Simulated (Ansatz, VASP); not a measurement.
## Cross-check of C between VASP and Ansatz

Aim: how closely do two programs agree when they are given the same cell, functional and k mesh? Of the first pair: The structure shown is frame 165 of Ansatz's trajectory.

Main program and level: Ansatz 0.2.0; plane waves, with VASP 6.6.1 beside it; single point at PBEsol.

### Step 1. Starting point

The cell holds 36 atoms: 36 C. Its edges and angles: a = 6.512 Å, b = 6.512 Å, c = 6.512 Å, α = 90.0°, β = 90.0°, γ = 90.0°. Kind glass; density_g_cm3 2.6; melt_temperature_k 3500; route random start, relaxed, short melt, two cooling runs, relaxed.

### Step 2. Ansatz: dynamics, PBEsol

Ansatz runs on its PAW soft_1 files.

One frame of this run of dynamics is then solved in both programs, so the motion causes no difference.

The input, input.yaml:

```yaml
crystal:
  lattice:
    - [6.5121219206, 0.0, 0.0]
    - [0.0, 6.5121219206, 0.0]
    - [0.0, 0.0, 6.5121219206]
  atoms:
    - { symbol: C, position: [0.30846981, 0.3405251, 0.7568616] }
    - { symbol: C, position: [0.20661852, 0.67518868, 0.69224886] }
    - { symbol: C, position: [0.17915328, -0.02661053, 0.26852553] }
    - { symbol: C, position: [0.55450067, 0.45427543, 0.1660144] }
    - { symbol: C, position: [0.34034206, 0.64342146, 0.50791187] }
    - { symbol: C, position: [0.68053947, 1.00721241, 0.78400805] }
    - { symbol: C, position: [0.45249383, 0.10524112, 0.45329357] }
    - { symbol: C, position: [0.299583, 0.92388043, 0.47832643] }
    - { symbol: C, position: [0.72800388, 0.10980108, 0.18159012] }
    - { symbol: C, position: [0.25806596, 0.90373508, 0.70562377] }
    - { symbol: C, position: [0.6718638, 0.56917393, 0.34594177] }
    - { symbol: C, position: [0.53338129, 0.65865782, 0.806636] }
    - { symbol: C, position: [0.98688263, 0.59187482, 0.66943725] }
    - { symbol: C, position: [0.32618016, 0.41495154, 0.20240745] }
    - { symbol: C, position: [0.49982925, 0.89102908, 0.78208087] }
    - { symbol: C, position: [0.10854342, 0.24841473, 0.75695297] }
    - { symbol: C, position: [0.08194149, 0.03320438, 0.75015518] }
    - { symbol: C, position: [0.02077787, 0.51012374, 0.44577759] }
    - { symbol: C, position: [0.57091499, 1.00403802, 0.28024337] }
    - { symbol: C, position: [-0.09131801, 0.35183018, 0.08414984] }
    - { symbol: C, position: [0.88378121, 0.48050559, 0.29502964] }
    - { symbol: C, position: [0.68696549, 0.24887234, 0.800327] }
    - { symbol: C, position: [0.95213696, 0.09605717, 0.14616465] }
    - { symbol: C, position: [0.53640918, 0.66048272, 0.05754284] }
    - { symbol: C, position: [0.89283679, 0.9047498, 0.79037387] }
    - { symbol: C, position: [0.68520968, 0.29252063, 0.0552829] }
    - { symbol: C, position: [0.93433647, 0.38498696, 0.81681594] }
    - { symbol: C, position: [0.27638917, 0.61813385, 0.05740387] }
    - { symbol: C, position: [0.55553828, 0.54463845, 0.56213659] }
    - { symbol: C, position: [0.60928543, 0.78142609, 0.23034934] }
    - { symbol: C, position: [0.50771239, 0.30233402, 0.63580751] }
    - { symbol: C, position: [0.32202177, 0.55584908, 0.84013676] }
    - { symbol: C, position: [1.00099585, 0.91865464, 0.99783513] }
    - { symbol: C, position: [0.23388982, 0.49738319, 0.38872122] }
    - { symbol: C, position: [0.34004508, 0.13602771, 0.24604284] }
    - { symbol: C, position: [0.1490442, 0.80376566, 0.10416835] }
kpoints:
  mp_grid: { grid: [1, 1, 1] }
scf:
  occupations: { method: fermi_dirac, width: 0.1 }
  n_extra_bands: 24
hamiltonian:
  xc: pbesol
  pseudopotentials: { kind: paw, azcp: { folder: soft_1 }, xc_functional: pbe }
output:
  forces: true
basis:
  ecutwfc: 320
md:
  timestep: 1.5
  n_steps: 495
  ensemble: nvt_langevin
  temperature: 3500
  seed: 1
```

Launch:

```console
> ansatz run input.yaml --threads 8 --pin off --max-ram 23552MiB --backend cpu --events-out ev --progress --plain --runs-dir out
```

Numbers of over 12 decimals in the logs are rounded to 6 here.

What it wrote:

```text
Warning: md: disabling space-group detection — thermal motion breaks the input geometry's symmetry, so no spatial operation reduces the k-mesh or symmetrises the density; time reversal is kept, so that k and −k are solved as one point where they differ and the mesh holds both, and exact exchange and, on two spinor components, a DFT+U term hold to it where the run has them: on two components no moment then forms, and  [...]
Warning: basis.ecutwfc = 320 eV is below the records' recommended 420 eV, and the density's cutoff is lower with it unless basis.ecutrho_ratio is high enough to keep the records' density cutoff: compare with a run at a higher cutoff
scf.n_extra_bands = 24 over 72 filled bands (N_el = 144.0): the run solves 96 bands
Engine: ansatz 0.2.0, aarch64-unknown-linux-gnu
Pseudopotentials: kind: paw
Pseudopotential: C, paw, valence charge 4, recommended cutoff 420 eV (normal), soft_1/C.paw.azcp
Functional definition: PBEsol
  exchange = pbesol_x
  correlation = pbesol_c
Crystal: 36 atoms, lattice volume = 276.164 Å³
Basis set: ecut = 320 eV, 3695 PW (Γ), exchange–correlation on 80×80×80 points (8 copies of the dense FFT grid, shifted against one another)
Bands: 96, of which v1, the nominal top of the filled ones, is band 72 counted from 1 (71 counted from 0)
Symmetry: 1 space group operations
k-points: 1
Non-local potential: C, projectors of the file, l = 0: 2, l = 1: 2, l = 2: 1
PAW form: soft (Blöchl's): semilocal exchange-correlation on the pseudo side does not see the compensation charge
PAW frozen core: C, regenerated for the run's functional, and the local potential with it (the file was generated under x = pbe(κ = 0.804, μ = 0.219515), c = pbe(β = 0.066725))
PAW one-centre angular grid: C, 110 points (default); XC on 64 Gauss nodes
Initial density: superposition of atomic densities (chi_scale 0.1, normalization cell)
Initial wavefunctions: pseudopotential atomic-orbital guess
Functional: x = pbesol(κ = 0.804, μ = 0.123457), c = pbesol(β = 0.046)
SCF iter   1: F=—  HF=-8853.023541 eV  |F-HF|=—  |Δ(HF+E_count)|=         —  Δρ=1.11e-1  dr2=2.99e1  ethr=3.10e-3  ⟨swp⟩=6.0  Hψ=416  notcnv=0  defer=7
preconditioner: auto → Resta (q_TF=auto, 2.448 Å⁻¹)  ε∞=5.0  [insulator: Δε(μ)=0.768 eV  Ē_g=13.381 eV  σ=0.100 eV  W_gap=0.96  n_scr=80 (ndim 8)  ℏωp=26.8 eV  f_vac=0.008  D(μ)=0.86/eV (n_scr^D=0)  ε∞_Penn≈5.0]
SCF iter   2: F=—  HF=-8845.555701 eV  |F-HF|=—  |Δ(HF+E_count)|=    7.47e0  Δρ=5.95e-2  dr2=9.09e0  ethr=3.10e-3  ⟨swp⟩=2.0  Hψ=194  notcnv=0  defer=9
SCF iter   3: F=—  HF=-8842.225160 eV  |F-HF|=—  |Δ(HF+E_count)|=    3.33e0  Δρ=6.65e-3  dr2=1.39e-1  ethr=3.10e-3  ⟨swp⟩=4.0  Hψ=183  notcnv=0  defer=9
SCF iter   4: F=—  HF=-8842.254783 eV  |F-HF|=—  |Δ(HF+E_count)|=   2.96e-2  Δρ=2.00e-3  dr2=1.62e-2  ethr=9.64e-5  ⟨swp⟩=3.0  Hψ=179  notcnv=0  defer=9
SCF iter   5: F=—  HF=-8842.264621 eV  |F-HF|=—  |Δ(HF+E_count)|=   9.84e-3  Δρ=5.19e-4  dr2=1.52e-3  ethr=1.13e-5  ⟨swp⟩=2.0  Hψ=132  notcnv=0  defer=9
SCF iter   6: F=—  HF=-8842.266390 eV  |F-HF|=—  |Δ(HF+E_count)|=   1.77e-3  Δρ=1.65e-4  dr2=1.10e-4  ethr=1.06e-6  ⟨swp⟩=2.0  Hψ=159  notcnv=0  defer=9
SCF iter   7: F=—  HF=-8842.266609 eV  |F-HF|=—  |Δ(HF+E_count)|=   2.19e-4  Δρ=4.76e-5  dr2=9.40e-6  ethr=7.64e-8  ⟨swp⟩=2.0  Hψ=150  notcnv=0  defer=9
SCF iter   8: F=—  HF=-8842.266599 eV  |F-HF|=—  |Δ(HF+E_count)|=   1.02e-5  Δρ=1.57e-5  dr2=9.46e-7  ethr=6.53e-9  ⟨swp⟩=2.0  Hψ=161  notcnv=0  defer=9
SCF iter   9: F=—  HF=-8842.266600 eV  |F-HF|=—  |Δ(HF+E_count)|=   1.23e-6  Δρ=4.23e-6  dr2=6.83e-8  ethr=6.57e-10  ⟨swp⟩=2.0  Hψ=150  notcnv=0  defer=9
SCF iter  10: F=-8842.266600 eV  HF=-8842.266600 eV  |F-HF|=4.73e-9  |Δ(HF+E_count)|=   8.24e-8  Δρ=1.25e-6  dr2=5.00e-9  ethr=2.50e-11  ⟨swp⟩=4.0  Hψ=300  notcnv=0
SCF 1 converged in 10 iterations: F = -8842.266600 eV  dr2 = 5.00e-9
  greatest PAW one-centre occupation: 0.680 electrons in one spin orbital (limit 2), on the C atom at site 33 (counted from 0), in its partial waves of l = 0
md step     0: t =     0.00 fs  T =     0.0 K  F+E_penalty+E_count = -8842.26660009 eV  E_kin = 0.000000 eV  (10 SCF iters)
[...]
md step    62: t =    93.00 fs  T =  2198.9 K  F+E_penalty+E_count = -8836.45632069 eV  E_kin = 10.232417 eV  (8 SCF iters)
[...]
md step    63: t =    94.50 fs  T =  2064.4 K  F+E_penalty+E_count = -8836.09862262 eV  E_kin = 9.606585 eV  (9 SCF iters)
[...]
md step    64: t =    96.00 fs  T =  2292.9 K  F+E_penalty+E_count = -8836.14573906 eV  E_kin = 10.669523 eV  (8 SCF iters)
[...]
md step    65: t =    97.50 fs  T =  2490.0 K  F+E_penalty+E_count = -8836.84703375 eV  E_kin = 11.587092 eV  (9 SCF iters)
[...]
md step    66: t =    99.00 fs  T =  2686.1 K  F+E_penalty+E_count = -8838.01338172 eV  E_kin = 12.499299 eV  (9 SCF iters)
SCF iter   1: F=—  HF=-8839.256998 eV  |F-HF|=—  |Δ(HF+E_count)|=         —  Δρ=3.26e-3  dr2=2.61e-2  ethr=1.51e-4  ⟨swp⟩=4.0  Hψ=262  notcnv=0  defer=7
preconditioner: auto → LDOS  [insulator: Δε(μ)=0.352 eV  Ē_g=12.907 eV  σ=0.100 eV  W_gap=0.71  n_scr=80 (ndim 8)  ℏωp=26.8 eV  f_vac=0.024  D(μ)=5.13/eV (n_scr^D=26)  ε∞_Penn≈5.3  β→1.0]
SCF iter   2: F=—  HF=-8839.250483 eV  |F-HF|=—  |Δ(HF+E_count)|=   6.52e-3  Δρ=1.38e-3  dr2=7.27e-3  ethr=1.81e-5  ⟨swp⟩=2.0  Hψ=177  notcnv=0  defer=7
SCF iter   3: F=—  HF=-8839.248358 eV  |F-HF|=—  |Δ(HF+E_count)|=   2.12e-3  Δρ=3.75e-4  dr2=6.36e-4  ethr=5.05e-6  ⟨swp⟩=2.0  Hψ=146  notcnv=0  defer=7
SCF iter   4: F=—  HF=-8839.248234 eV  |F-HF|=—  |Δ(HF+E_count)|=   1.24e-4  Δρ=1.26e-4  dr2=4.99e-5  ethr=4.41e-7  ⟨swp⟩=2.0  Hψ=143  notcnv=0  defer=7
SCF iter   5: F=—  HF=-8839.248234 eV  |F-HF|=—  |Δ(HF+E_count)|=   4.11e-8  Δρ=4.30e-5  dr2=6.29e-6  ethr=3.46e-8  ⟨swp⟩=2.0  Hψ=144  notcnv=0  defer=7
SCF iter   6: F=—  HF=-8839.248205 eV  |F-HF|=—  |Δ(HF+E_count)|=   2.84e-5  Δρ=1.77e-5  dr2=1.13e-6  ethr=4.37e-9  ⟨swp⟩=2.0  Hψ=133  notcnv=0  defer=7
SCF iter   7: F=—  HF=-8839.248205 eV  |F-HF|=—  |Δ(HF+E_count)|=   9.75e-8  Δρ=6.97e-6  dr2=1.55e-7  ethr=7.85e-10  ⟨swp⟩=2.0  Hψ=142  notcnv=0  defer=7
SCF iter   8: F=-8839.248205 eV  HF=-8839.248205 eV  |F-HF|=2.50e-8  |Δ(HF+E_count)|=   1.89e-8  Δρ=2.91e-6  dr2=3.20e-8  ethr=2.50e-11  ⟨swp⟩=4.0  Hψ=301  notcnv=0
SCF 68 converged in 8 iterations: F = -8839.248205 eV  dr2 = 3.20e-8
  greatest PAW one-centre occupation: 0.694 electrons in one spin orbital (limit 2), on
```

Reading the cycles: dr2 is the Hartree energy of the density residual (eV), the measure of convergence; HF is the Harris–Foulkes estimate of the energy, which meets the free energy F at convergence.

### Step 3. VASP: single point, PBEsol, pair 1

The same cell, functional, mesh and smearing now go to VASP, with its own data sets.

Lines of VASP's logs that name or quote its potential files are left out, and so is its time.

The input, INCAR:

```
SYSTEM = C
PREC = Accurate
ENCUT = 520
EDIFF = 1E-06
NELM = 120
ISMEAR = -1
SIGMA = 0.1
LREAL = Auto
ALGO = Normal
GGA = PS
NBANDS = 100
LORBIT = 11
LWAVE = .FALSE.
LCHARG = .FALSE.
ISIF = 2
LASPH = .TRUE.
GGA_COMPAT = .FALSE.
EFERMI = MIDGAP
```

The input, POSCAR:

```
C
1.0
    6.5121219206      0.0000000000      0.0000000000
    0.0000000000      6.5121219206      0.0000000000
    0.0000000000      0.0000000000      6.5121219206
C
36
Direct
    0.3084764113      0.2515031229      0.8544305632
    0.1646177718      0.5337320220      0.7332548528
    0.1375846477      0.9503914386      0.2126544952
    0.4173880700      0.1956933570      0.0891042900
    0.3152831020      0.5033251895      0.4847711757
    0.6646116355      0.9110016785      0.6276101783
    0.4607330816      0.8749006837      0.3481584079
    0.3774576137      0.7281265704      0.4963752275
    0.7949935617      0.0531711482      0.2375876894
    0.2390469679      0.8371022635      0.6792033463
    0.6118732187      0.5308907054      0.3211292764
    0.5167779475      0.6879187851      0.8663698359
    0.9525319206      0.4911058237      0.6579393095
    0.3539833910      0.2568486924      0.2877985122
    0.4925928966      0.8125466729      0.7128902156
    0.0726277864      0.1637550729      0.7528199041
    0.0733155807      0.9487658548      0.7169736772
    0.9713121157      0.4738965329      0.4154331005
    0.6770647193      0.9551498077      0.4077764563
    0.7583420551      0.4146424212      0.0956379514
    0.8171551554      0.4904797605      0.3050303763
    0.6876924380      0.2316178994      0.7853779555
    0.0095761535      0.0679589549      0.3005078873
    0.6045981706      0.7081624171      0.0383510940
    0.8698994075      0.8708731300      0.7737524054
    0.6524658248      0.2077791258      0.0496795060
    0.8725538418      0.3129959827      0.7490027152
    0.1594283726      0.5554347790      0.1213670459
    0.5069891259      0.3859826383      0.4504857304
    0.5284719853      0.6973015947      0.2361301000
    0.5072417317      0.2830991223      0.7151662786
    0.2323199747      0.4604238122      0.9251202716
    0.8711610546      0.8259882210      0.9916838288
    0.1828896962      0.4276572266      0.3116294542
    0.3491147782      0.0372737186      0.2386065585
    0.0344009223      0.7072198672      0.1021181741
```

The input, KPOINTS:

```
Automatic mesh
0
Gamma
1 1 1
0 0 0
```

The projector-augmented-wave data sets are C (PBE family, release 64).

Launch:

```console
> mpirun -np 4 vasp_gam
```

What it wrote:

```text
[banner, memory and clock lines left out]
running    4 mpi-ranks, on    1 nodes
[...]
|                                                                             |
|               ----> ADVICE to this user running VASP <----                  |
|                                                                             |
|     You enforced a specific xc type in the INCAR file but a different       |
|     [... a line on the potential file left out ...]
|     I HOPE YOU KNOW WHAT YOU ARE DOING!                                     |
|                                                                             |

 LDA part: xc-table for (Slater+PW92), standard interpolation
 POSCAR, INCAR and KPOINTS ok, starting setup
[...]
entering main loop
       N       E                     dE             d eps       ncg     rms          rms(c)
DAV:   1     0.982771604356E+03    0.98277E+03   -0.85727E+04   200   0.145E+03
DAV:   2    -0.223228082889E+03   -0.12060E+04   -0.11339E+04   260   0.331E+02
DAV:   3    -0.314326074994E+03   -0.91098E+02   -0.87975E+02   248   0.882E+01
DAV:   4    -0.317076137989E+03   -0.27501E+01   -0.27159E+01   248   0.161E+01
[...]
DAV:  14    -0.300745682009E+03   -0.31432E-04   -0.36457E-05   232   0.207E-02    0.846E-03
DAV:  15    -0.300745685605E+03   -0.35962E-05   -0.60393E-06   240   0.857E-03    0.340E-03
DAV:  16    -0.300745686081E+03   -0.47622E-06   -0.87487E-07   136   0.326E-03
   1 F= -.30074569E+03 E0= -.30072452E+03  d E =-.423252E-01
```

Parts of OUTCAR (step 3):

```text
  Total       11.1862688     17.2397832    -17.2696716     -8.3914914     -4.7442209     -0.5010364
  in kB       64.8975446    100.0172281   -100.1906268    -48.6835421    -27.5237700     -2.9067808
  external PRESSURE =      21.5747153 kB  Pullay stress =       0.0000000 kB

 POSITION                                       TOTAL-FORCE (eV/Angst)
 -----------------------------------------------------------------------------------
      2.00884      1.63782      5.56416         0.422007      0.896741      1.045358
      1.07201      3.47573      4.77505        -1.246526      2.808796     -4.355642
      0.89597      6.18906      1.38483         1.427996     -1.749791     -0.011618
      2.71808      1.27438      0.58026         3.134928     -1.810540     -4.038788
      2.05316      3.27771      3.15689        -0.310647      4.414301      3.202293
      4.32803      5.93255      4.08707         6.426365      1.551929      0.642076
      3.00035      5.69746      2.26725         1.918600     -1.114676     -0.805604
      2.45805      4.74165      3.23246        -4.544819      3.266048      5.161206
      5.17709      0.34626      1.54720        -0.209196      0.079060      2.083344
      1.55670      5.45131      4.42305         4.903149     -5.327023     -2.081127
      3.98459      3.45723      2.09123         1.183007     -3.769055      2.640019
      3.36532      4.47981      5.64191        -1.539272     -3.823726      2.039154
      6.20300      3.19814      4.28458         3.564547      0.861418     -3.375962
      2.30518      1.67263      1.87418        -0.769901      2.057417      1.405995
[...]
-----------------------------------------------------------------------------------
    total drift:                               -0.052052     -0.005476     -0.044351

  FREE ENERGIE OF THE ION-ELECTRON SYSTEM (eV)
  ---------------------------------------------------
  free  energy   TOTEN  =      -300.7456860814 eV

  energy  without entropy=     -300.7033608929  energy(sigma->0) =     -300.72452349

[... 3 further parts left out ...]
[key lines of the parts left out:]
E-fermi :   6.2739
```

The run ends at a pressure of 2.16 GPa, with forces up to 11 eV/Å.

### Step 4. Comparison

Known differences besides the potentials themselves: the cutoff is 320 eV in Ansatz and 520 eV in VASP (PREC = Accurate, projectors in real space); Ansatz makes its cores anew for this functional, VASP keeps those of its PBE data sets; Ansatz's log warns that its cutoff lies below the recommended one. Total energies have different zeros and are not compared.

Forces on 9 of the 36 atoms, those with the largest forces and the largest differences (eV/Å; atoms numbered as in POSCAR):

```csv
atom,"Ansatz x, y, z","VASP x, y, z"
C8,"-4.550, 3.278, 5.208","-4.545, 3.266, 5.161"
C10,"4.970, -5.345, -2.116","4.903, -5.327, -2.081"
C15,"-4.516, 1.476, -5.350","-4.486, 1.466, -5.286"
C18,"4.007, -1.627, 6.514","4.006, -1.624, 6.501"
C21,"-2.631, -0.422, -7.581","-2.681, -0.409, -7.566"
C26,"1.124, 0.785, 0.255","1.167, 0.735, 0.279"
C27,"7.457, -1.144, 0.488","7.397, -1.131, 0.490"
C28,"4.564, -6.528, -3.128","4.549, -6.511, -3.134"
C36,"-4.465, 10.080, -1.532","-4.450, 10.087, -1.517"
```

The forces differ by 26 meV/Å r.m.s., which is 0.9 % of the r.m.s. force of 3.093 eV/Å (both taken over all components).

(Continued in part 2 of 3.)

[Lines on the potential files, build, host, timing and source positions are cut from VASP's logs without a mark.]

[Logs are printed without paths, hosts, clocks, repeated set-up lines and the standing remarks that a program may print on its own settings, such as how far it seeks lower states.]

[Hosts, paths, dates, database ids (printed as entryN), source tags and the programs' standing remarks are cut or masked in the printed files.]
